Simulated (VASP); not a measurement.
Level of theory: PBE GGA, VASP's PBE PAW potentials (set 64) (plane waves; VASP 6.6.1).

VASP ran on this input.

File KPOINTS:
```
Automatic mesh
0
Gamma
8 8 8
0 0 0
```

File POSCAR:
```
ZnS
1
    0.0000000000     2.7205248772     2.7205248772
    2.7205248772    -0.0000000000     2.7205248772
    2.7205248772     2.7205248772    -0.0000000000
Zn S
1 1
Direct
  0.0000000000   0.0000000000   0.0000000000
  0.2500000000   0.2500000000   0.2500000000
```

### INCAR
```
SYSTEM = ZnS
PREC = Accurate; ENCUT = 500; LREAL = .FALSE.
LASPH = .TRUE.
EDIFF = 1E-6; NELM = 100; ALGO = Normal
LMAXMIX = 4
ISMEAR = 0; SIGMA = 0.05
GGA = PE
IBRION = 2; NSW = 40; ISIF = 3
EDIFFG = -0.02
LWAVE = .FALSE.; LCHARG = .FALSE.
```

POTCAR, in this order: Zn S (PBE.64 set). Program: vasp_std.

What VASP printed:

OUTCAR:
```
 ion  position               nearest neighbor table
   1  0.000  0.000  0.000-   2 2.36   2 2.36   2 2.36   2 2.36
   2  0.250  0.250  0.250-   1 2.36   1 2.36   1 2.36   1 2.36
  LATTYP: Found a face centered cubic cell.
 ALAT       =     5.4410497544
 Subroutine PRICEL returns:
 Original cell was already a primitive cell.
 Subroutine GETGRP returns: Found 24 space group operations
The static configuration has the point symmetry T_d .
The dynamic configuration has the point symmetry T_d .
 Subroutine INISYM returns: Found 24 space group operations
 Subroutine IBZKPT returns following result:
 Found     29 irreducible k-points:

 Following reciprocal coordinates:
            Coordinates               Weight
  0.000000  0.000000  0.000000      1.000000
  0.125000  0.000000  0.000000      8.000000
  0.250000  0.000000  0.000000      8.000000
  0.375000  0.000000  0.000000      8.000000
  0.500000  0.000000  0.000000      4.000000
  0.125000  0.125000  0.000000      6.000000
  0.250000  0.125000  0.000000     24.000000
  0.375000  0.125000  0.000000     24.000000
  0.500000  0.125000  0.000000     24.000000
 -0.375000  0.125000  0.000000     24.000000
 -0.250000  0.125000  0.000000     24.000000
 -0.125000  0.125000  0.000000     12.000000
  0.250000  0.250000  0.000000      6.000000
  0.375000  0.250000  0.000000     24.000000
  0.500000  0.250000  0.000000     24.000000
 -0.375000  0.250000  0.000000     24.000000
 -0.250000  0.250000  0.000000     12.000000
  0.375000  0.375000  0.000000      6.000000
  0.500000  0.375000  0.000000     24.000000
 -0.375000  0.375000  0.000000     12.000000
  0.500000  0.500000  0.000000      3.000000
  0.375000  0.250000  0.125000     24.000000
  0.500000  0.250000  0.125000     48.000000
 -0.375000  0.250000  0.125000     24.000000
...
```

**OSZICAR**
```
       N       E                     dE             d eps       ncg     rms          rms(c)
DAV:   1     0.870646145428E+02    0.87065E+02   -0.89649E+03   754   0.159E+03
DAV:   2    -0.129425470425E+01   -0.88359E+02   -0.84343E+02   854   0.278E+02
DAV:   3    -0.719991080161E+01   -0.59057E+01   -0.58752E+01   919   0.728E+01
DAV:   4    -0.727799356947E+01   -0.78083E-01   -0.78049E-01   839   0.879E+00
DAV:   5    -0.727919229243E+01   -0.11987E-02   -0.11987E-02   919   0.109E+00    0.682E+00
DAV:   6    -0.686764589245E+01    0.41155E+00   -0.95921E-01  1125   0.364E+01    0.528E+00
DAV:   7    -0.685213051237E+01    0.15515E-01   -0.33102E-01   809   0.563E+00    0.268E+00
DAV:   8    -0.685163279055E+01    0.49772E-03   -0.54473E-03   854   0.708E-01    0.774E-01
DAV:   9    -0.685193404057E+01   -0.30125E-03   -0.11199E-03   862   0.315E-01    0.121E-01
DAV:  10    -0.685207857891E+01   -0.14454E-03   -0.13917E-04   844   0.129E-01    0.579E-02
DAV:  11    -0.685209932123E+01   -0.20742E-04   -0.33759E-05   842   0.792E-02    0.704E-03
DAV:  12    -0.685210051996E+01   -0.11987E-05   -0.27797E-06   838   0.201E-02    0.567E-03
DAV:  13    -0.685210039987E+01    0.12009E-06   -0.29081E-07   517   0.130E-02
   1 F= -.68521004E+01 E0= -.68521004E+01  d E =-.685210E+01
       N       E                     dE             d eps       ncg     rms          rms(c)
DAV:   1    -0.685547400836E+01   -0.33735E-02   -0.43080E-02   889   0.481E+00    0.416E-01
DAV:   2    -0.685262352810E+01    0.28505E-02   -0.99814E-03   894   0.300E+00    0.159E-01
DAV:   3    -0.685228419056E+01    0.33934E-03   -0.39560E-04   779   0.176E-01    0.720E-02
DAV:   4    -0.685220493484E+01    0.79256E-04   -0.37498E-05   882   0.958E-02    0.357E-02
DAV:   5    -0.685218948939E+01    0.15445E-04   -0.12443E-05  1126   0.752E-02    0.696E-03
DAV:   6    -0.685218947163E+01    0.17762E-07   -0.43498E-06   659   0.288E-02
   2 F= -.68521895E+01 E0= -.68521895E+01  d E =-.890718E-04
```

OUTCAR:
```
------------------------ aborting loop because EDIFF is reached ----------------------------------------
  FORCE on cell =-STRESS in cart. coord.  units (eV):
  Direction    XX          YY          ZZ          XY          YZ          ZX
  --------------------------------------------------------------------------------------
  Total       -0.0036686     -0.0036686     -0.0036686     -0.0000000      0.0000000      0.0000000
  in kB       -0.1453470     -0.1453470     -0.1453470     -0.0000000      0.0000000      0.0000000
  external PRESSURE =      -0.1453470 kB  Pullay stress =       0.0000000 kB
  volume of cell :       40.44
      direct lattice vectors                 reciprocal lattice vectors
     0.000000000  2.724311805  2.724311805    -0.183532589  0.183532589  0.183532589
     2.724311805  0.000000000  2.724311805     0.183532589 -0.183532589  0.183532589
     2.724311805  2.724311805 -0.000000000     0.183532589  0.183532589 -0.183532589
  FREE ENERGIE OF THE ION-ELECTRON SYSTEM (eV)
  ---------------------------------------------------
  free  energy   TOTEN  =        -6.8521894716 eV

  energy  without entropy=       -6.8521894716  energy(sigma->0) =       -6.85218947

 reached required accuracy - stopping structural energy minimisation
```
(Selected blocks of OUTCAR.)

CONTCAR:
```
ZnS
   1.00000000000000
     0.0000000000000000    2.7243118048034760    2.7243118048034760
     2.7243118048034760    0.0000000000000000    2.7243118048034760
     2.7243118048034760    2.7243118048034760   -0.0000000000000000
  Zn              S
     1     1
Direct
     1.0000000000000000    1.0000000000000000    1.0000000000000000
     0.2500000000000000    0.2500000000000000    0.2500000000000000
```

**OUTCAR**
```
 val. band max:        1.8800008823   @ k =   0.0000   0.0000   0.0000

 cond. band min:       3.8869082146   @ k =   0.0000   0.0000   0.0000


 Fermi energy:         2.1181715797

 k-point     1 :       0.0000    0.0000    0.0000
  band No.  band energies     occupation
      1     -11.0915      2.00000
      2      -4.3644      2.00000
      3      -4.3644      2.00000
      4      -4.3644      2.00000
      5      -3.8951      2.00000
      6      -3.8951      2.00000
      7       1.8800      2.00000
      8       1.8800      2.00000
      9       1.8800      2.00000
     10       3.8869      0.00000
     11       8.2920      0.00000
     12       8.2920      0.00000
     13       8.2920      0.00000

 k-point     2 :       0.1250    0.0000    0.0000
  band No.  band energies     occupation
      1     -10.9798      2.00000
      2      -4.3612      2.00000
      3      -4.3445      2.00000
      4      -4.3445      2.00000
      5      -3.8966      2.00000
      6      -3.8966      2.00000
      7       0.7803      2.00000
      8       1.7391      2.00000
      9       1.7391      2.00000
     10       4.7110      0.00000
     11       8.1831      0.00000
     12       8.5377      0.00000
     13       8.5377      0.00000

 k-point     3 :       0.2500    0.0000    0.0000
  band No.  band energies     occupation
      1     -10.6887      2.00000
      2      -4.3094      2.00000
      3      -4.3008      2.00000
      4      -4.3008      2.00000
      5      -3.8935      2.00000
      6      -3.8935      2.00000
      7      -0.8961      2.00000
      8       1.4313      2.00000
      9       1.4313      2.00000
     10       5.2808      0.00000
     11       8.7641      0.00000
     12       8.9004      0.00000
     13       8.9004      0.00000

 k-point     4 :       0.3750    0.0000    0.0000
  band No.  band energies     occupation
      1     -10.3597      2.00000
      2      -4.2662      2.00000
      3      -4.2662      2.00000
...
```

The compound is ZnS in the zinc blende structure. This run relaxes it. Symmetry was kept, so distortions that lower it aren't found.
